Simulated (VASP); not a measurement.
Data:

```yaml
crystal:
  lattice:
    - [1.84600, -3.19736, 0.00000]
    - [1.84600, 3.19736, 0.00000]
    - [0.00000, 0.00000, 5.99738]
  atoms:
    - { symbol: Zr, position: [0.00000, 0.00000, 0.00000] }
    - { symbol: S, position: [0.33333, 0.66667, 0.23863] }
    - { symbol: S, position: [0.66667, 0.33333, 0.76137] }
```

Method: SCAN meta-GGA, VASP's PBE PAW potentials (set 64) (plane waves; VASP). Numerical set-up: 520 eV cut-off, 8×8×4 Γ-centred mesh, tetrahedra with Blöchl corrections, potentials Zr_sv S.

The cores are frozen, which limits the accuracy of field gradients.

Question: Give the principal components of the electric field gradient (V/Å²) and the asymmetry η at each nucleus.

Answer: 
```csv
atom,Vxx,Vyy,Vzz,η
Zr1,1.9,1.8,-3.7,0.00
S2,1.0,1.0,-2.1,0.00
S3,1.0,1.0,-2.1,0.00
```

The compound is ZrS2 in the 1T layered structure. It was relaxed first.
